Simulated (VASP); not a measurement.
OSZICAR of a VASP run on CuZn (CsCl type):

**OSZICAR**
```
       N       E                     dE             d eps       ncg     rms          rms(c)
DAV:   1     0.111424087440E+03    0.11142E+03   -0.11431E+04  2600   0.246E+03
DAV:   2    -0.295328719626E+01   -0.11438E+03   -0.11134E+03  2527   0.327E+02
DAV:   3    -0.605522086587E+01   -0.31019E+01   -0.30860E+01  3136   0.723E+01
DAV:   4    -0.607577538977E+01   -0.20555E-01   -0.20552E-01  2947   0.523E+00
DAV:   5    -0.607605939727E+01   -0.28401E-03   -0.28400E-03  3344   0.653E-01    0.942E+00
DAV:   6    -0.595197273664E+01    0.12409E+00   -0.17164E+01  2765   0.108E+02    0.606E+00
DAV:   7    -0.501501533299E+01    0.93696E+00   -0.38458E+00  2702   0.103E+02    0.220E+00
DAV:   8    -0.501882548250E+01   -0.38101E-02   -0.20071E-01  3438   0.650E+00    0.127E+00
DAV:   9    -0.500929050022E+01    0.95350E-02   -0.22708E-02  3078   0.390E+00    0.475E-02
DAV:  10    -0.500931343542E+01   -0.22935E-04   -0.55755E-04  3685   0.407E-01    0.266E-02
DAV:  11    -0.500931565436E+01   -0.22189E-05   -0.16268E-05  3598   0.992E-02    0.120E-02
DAV:  12    -0.500931446352E+01    0.11908E-05   -0.91586E-07  1920   0.285E-02    0.219E-03
DAV:  13    -0.500931449240E+01   -0.28880E-07   -0.43013E-07  1645   0.176E-02
   1 F= -.50093145E+01 E0= -.50093536E+01  d E =-.500931E+01
       N       E                     dE             d eps       ncg     rms          rms(c)
DAV:   1    -0.507695470923E+01   -0.67640E-01   -0.91796E-01  2520   0.234E+01    0.201E+00
DAV:   2    -0.503528264015E+01    0.41672E-01   -0.53431E-01  2543   0.188E+01    0.987E-01
DAV:   3    -0.501395022590E+01    0.21332E-01   -0.14421E-01  2572   0.111E+01    0.555E-01
DAV:   4    -0.501074677548E+01    0.32035E-02   -0.75423E-03  3398   0.249E+00    0.215E-01
DAV:   5    -0.500986069950E+01    0.88608E-03   -0.74829E-04  4095   0.502E-01    0.167E-02
DAV:   6    -0.500985912729E+01    0.15722E-05   -0.48728E-05  3522   0.150E-01    0.599E-03
DAV:   7    -0.500986187262E+01   -0.27453E-05   -0.11165E-06  1841   0.213E-02    0.753E-04
DAV:   8    -0.500986209469E+01   -0.22208E-06   -0.49770E-07  1442   0.141E-02
   2 F= -.50098621E+01 E0= -.50098984E+01  d E =-.547602E-03
       N       E                     dE             d eps       ncg     rms          rms(c)
DAV:   1    -0.501777181574E+01   -0.79099E-02   -0.10367E-01  2534   0.777E+00    0.693E-01
DAV:   2    -0.501325646484E+01    0.45154E-02   -0.66107E-02  2551   0.668E+00    0.352E-01
DAV:   3    -0.501043290966E+01    0.28236E-02   -0.17549E-02  2564   0.406E+00    0.179E-01
DAV:   4    -0.501011479004E+01    0.31812E-03   -0.82002E-04  3461   0.784E-01    0.720E-02
DAV:   5    -0.501001750468E+01    0.97285E-04   -0.75801E-05  4137   0.159E-01    0.457E-03
DAV:   6    -0.501001715254E+01    0.35214E-06   -0.37616E-06  2422   0.349E-02
   3 F= -.50100172E+01 E0= -.50100552E+01  d E =-.702660E-03
```

Which electronic solver shows in the log?

It is blocked Davidson (ALGO = Normal, or the opening steps of other solvers). The INCAR had ALGO = Normal.

Can the final energy be trusted as converged?

Self-consistency was reached. It stopped with EDIFF = 1E-6, NELM = 100, NSW = 40 and EDIFFG = -0.02 after 3 ionic steps (PBE GGA, plane waves, VASP's PBE PAW potentials (set 64)).

The compound is CuZn in the CsCl type structure. This run relaxes it. Symmetry was kept, so distortions that lower it aren't found. The electron count is odd and the run is not spin-polarised, which forces a metal.
